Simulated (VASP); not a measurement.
The system is Sn2Ge51P.

```xyz
54
Lattice="0.0000 8.5200 8.5200 8.5200 0.0000 8.5200 8.5200 8.5200 0.0000" Properties=species:S:1:pos:R:3 pbc="T T T"
Ge    1.4200    1.4200    1.4200
Ge    2.8400    2.8400    0.0000
Ge    4.2600    4.2600    1.4200
Ge    5.6800    5.6800    0.0000
Ge    7.1000    7.1000    1.4200
Ge    2.8400    0.0000    2.8400
Ge    4.2600    1.4200    4.2600
Ge    7.1000    4.2600    4.2600
Ge    8.5200    5.6800    2.8400
Ge    9.9400    7.1000    4.2600
Ge    5.6800    0.0000    5.6800
Ge    7.1000    1.4200    7.1000
Ge    8.5200    2.8400    5.6800
Ge    9.9400    4.2600    7.1000
Ge   11.3600    5.6800    5.6800
Ge   12.7800    7.1000    7.1000
Ge    0.0000    2.8400    2.8400
Ge    1.4200    4.2600    4.2600
Ge    2.8400    5.6800    2.8400
Ge    4.2600    7.1000    4.2600
Ge    5.6800    8.5200    2.8400
Ge    7.1000    9.9400    4.2600
Ge    2.8400    2.8400    5.6800
Ge    4.2600    4.2600    7.1000
Ge    5.6800    5.6800    5.6800
Ge    7.1000    7.1000    7.1000
Ge    8.5200    8.5200    5.6800
Ge    9.9400    9.9400    7.1000
Ge    5.6800    2.8400    8.5200
Ge    7.1000    4.2600    9.9400
Ge    8.5200    5.6800    8.5200
Ge    9.9400    7.1000    9.9400
Ge   11.3600    8.5200    8.5200
Ge   12.7800    9.9400    9.9400
Ge    1.4200    7.1000    7.1000
Ge    2.8400    8.5200    5.6800
Ge    4.2600    9.9400    7.1000
Ge    5.6800   11.3600    5.6800
Ge    7.1000   12.7800    7.1000
Ge    2.8400    5.6800    8.5200
Ge    4.2600    7.1000    9.9400
Ge    5.6800    8.5200    8.5200
Ge    7.1000    9.9400    9.9400
Ge    8.5200   11.3600    8.5200
Ge    9.9400   12.7800    9.9400
Ge    5.6800    5.6800   11.3600
Ge    7.1000    7.1000   12.7800
Ge    8.5200    8.5200   11.3600
Ge    9.9400    9.9400   12.7800
Ge   11.3600   11.3600   11.3600
Ge   12.7800   12.7800   12.7800
P     0.0000    0.0000    0.0000
Sn    5.6800    2.8400    2.8400
Sn    0.0000    5.6800    5.6800
```

The cell was built by a generator and needn't be a form met in nature.

| Quantity | Value |
| --- | --- |
| Program | VASP 6.6.1 |
| Task | relaxation of cell and atoms |
| Functional | PBEsol |
| Potentials or basis | VASP PAW PBE potentials, release 64 (Ge, P, Sn) |
| Cutoff | 350 eV |
| k mesh | 2 × 2 × 2 |
| Occupations | gaussian, width 0.05 eV |
| Spin | no spin polarisation |

At the start: pressure 2.3 GPa; volume 22.91 Å³/atom.

Q: Where does the relaxation end?

A: Over 12 steps the energy falls by 18.8 meV/atom and the volume is 23.64 Å³/atom (+3.2 %); space group Cm (No. 8, to 0.05 Å).

The path:
```tsv
step	energy change (eV)	largest force (eV/Å)	pressure (GPa)	volume (Å³)
1	0.0000	1.7168	2.29	1236.94
2	-0.8441	0.4262	-0.90	1296.48
3	-0.8460	0.4741	-0.76	1293.45
4	-0.9816	0.1787	-0.12	1279.31
5	-0.9978	0.1244	0.21	1272.49
6	-1.0101	0.0679	0.01	1276.44
7	-1.0110	0.0604	-0.07	1277.88
8	-1.0134	0.0275	0.00	1276.53
9	-1.0137	0.0172	0.03	1275.89
10	-1.0140	0.0112	-0.01	1276.73
11	-1.0140	0.0111	-0.01	1276.73
12	-1.0141	0.0083	0.00	1276.64
```

Final structure:
```yaml
crystal:
  lattice:
    - [-0.00170, 8.60372, 8.60372]
    - [8.61040, -0.00680, 8.60881]
    - [8.61040, 8.60881, -0.00680]
  atoms:
    - { symbol: Ge, position: [0.08249, 0.08250, 0.08250] }
    - { symbol: Ge, position: [0.99900, 0.99712, 0.33398] }
    - { symbol: Ge, position: [0.08749, 0.07195, 0.42036] }
    - { symbol: Ge, position: [0.00092, 0.99723, 0.66801] }
    - { symbol: Ge, position: [0.08286, 0.08298, 0.75219] }
    - { symbol: Ge, position: [0.99900, 0.33398, 0.99712] }
    - { symbol: Ge, position: [0.08749, 0.42036, 0.07195] }
    - { symbol: Ge, position: [0.08757, 0.42031, 0.42031] }
    - { symbol: Ge, position: [0.99925, 0.33408, 0.66945] }
    - { symbol: Ge, position: [0.08362, 0.41727, 0.74955] }
    - { symbol: Ge, position: [0.00092, 0.66801, 0.99723] }
    - { symbol: Ge, position: [0.08286, 0.75219, 0.08298] }
    - { symbol: Ge, position: [0.99925, 0.66945, 0.33408] }
    - { symbol: Ge, position: [0.08362, 0.74955, 0.41727] }
    - { symbol: Ge, position: [0.99986, 0.66656, 0.66656] }
    - { symbol: Ge, position: [0.08352, 0.74945, 0.74945] }
    - { symbol: Ge, position: [0.33216, 0.99876, 0.99876] }
    - { symbol: Ge, position: [0.40381, 0.08766, 0.08766] }
    - { symbol: Ge, position: [0.33354, 0.99791, 0.33524] }
    - { symbol: Ge, position: [0.41608, 0.08403, 0.41656] }
    - { symbol: Ge, position: [0.33418, 0.99883, 0.66795] }
    - { symbol: Ge, position: [0.41706, 0.08412, 0.74936] }
    - { symbol: Ge, position: [0.33354, 0.33524, 0.99791] }
    - { symbol: Ge, position: [0.41608, 0.41656, 0.08403] }
    - { symbol: Ge, position: [0.33507, 0.33351, 0.33351] }
    - { symbol: Ge, position: [0.41671, 0.41672, 0.41672] }
    - { symbol: Ge, position: [0.33331, 0.33357, 0.66636] }
    - { symbol: Ge, position: [0.41656, 0.41660, 0.74981] }
    - { symbol: Ge, position: [0.33418, 0.66795, 0.99883] }
    - { symbol: Ge, position: [0.41706, 0.74936, 0.08412] }
    - { symbol: Ge, position: [0.33331, 0.66636, 0.33357] }
    - { symbol: Ge, position: [0.41656, 0.74981, 0.41660] }
    - { symbol: Ge, position: [0.33350, 0.66652, 0.66652] }
    - { symbol: Ge, position: [0.41720, 0.74956, 0.74956] }
    - { symbol: Ge, position: [0.75724, 0.08621, 0.08621] }
    - { symbol: Ge, position: [0.66804, 0.99897, 0.33563] }
    - { symbol: Ge, position: [0.74943, 0.08357, 0.41758] }
    - { symbol: Ge, position: [0.66658, 0.99943, 0.66513] }
    - { symbol: Ge, position: [0.75344, 0.08767, 0.73749] }
    - { symbol: Ge, position: [0.66804, 0.33563, 0.99897] }
    - { symbol: Ge, position: [0.74943, 0.41758, 0.08357] }
    - { symbol: Ge, position: [0.66467, 0.33340, 0.33340] }
    - { symbol: Ge, position: [0.73793, 0.42070, 0.42070] }
    - { symbol: Ge, position: [0.66469, 0.33526, 0.66671] }
    - { symbol: Ge, position: [0.74988, 0.41751, 0.74936] }
    - { symbol: Ge, position: [0.66658, 0.66513, 0.99943] }
    - { symbol: Ge, position: [0.75344, 0.73749, 0.08767] }
    - { symbol: Ge, position: [0.66469, 0.66671, 0.33526] }
    - { symbol: Ge, position: [0.74988, 0.74936, 0.41751] }
    - { symbol: Ge, position: [0.66661, 0.66689, 0.66689] }
    - { symbol: Ge, position: [0.75040, 0.74987, 0.74987] }
    - { symbol: P, position: [0.00196, 0.00006, 0.00006] }
    - { symbol: Sn, position: [0.99973, 0.33344, 0.33344] }
    - { symbol: Sn, position: [0.66772, 0.99911, 0.99911] }
```

Caveat: the PAW data sets were made with another functional, which shifts forces and pressure a little.
